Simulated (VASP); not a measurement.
Consider the following.

```
CELL_PARAMETERS angstrom
      0.00000     2.67928     2.67928
      2.67928     0.00000     2.67928
      2.67928     2.67928     0.00000
ATOMIC_POSITIONS crystal
  Ga 0.00000 0.00000 0.00000
  P  0.25000 0.25000 0.25000
```

Computed with r2SCAN meta-GGA, VASP's PBE PAW potentials (set 64) (plane waves; VASP). Numerical set-up: 480 eV cut-off, 8×8×8 Γ-centred mesh, Gaussian smearing of 0.050 eV, potentials Ga_d P.

Q: What does the run give for the energy per atom (σ→0), pressure, band gap (on the k-mesh) with the smallest direct gap where there is one?

A: 
```yaml
band gap (on the k-mesh): 1.80 eV
smallest direct gap (on the k-mesh): 2.80 eV
energy per atom (σ→0): -10.716 eV/atom
pressure: 5.00 GPa
```

The absolute energy has meaning only against runs of the same code, potentials and settings.

The compound is GaP in the zinc blende structure. It was relaxed first under an external pressure of 5 GPa.
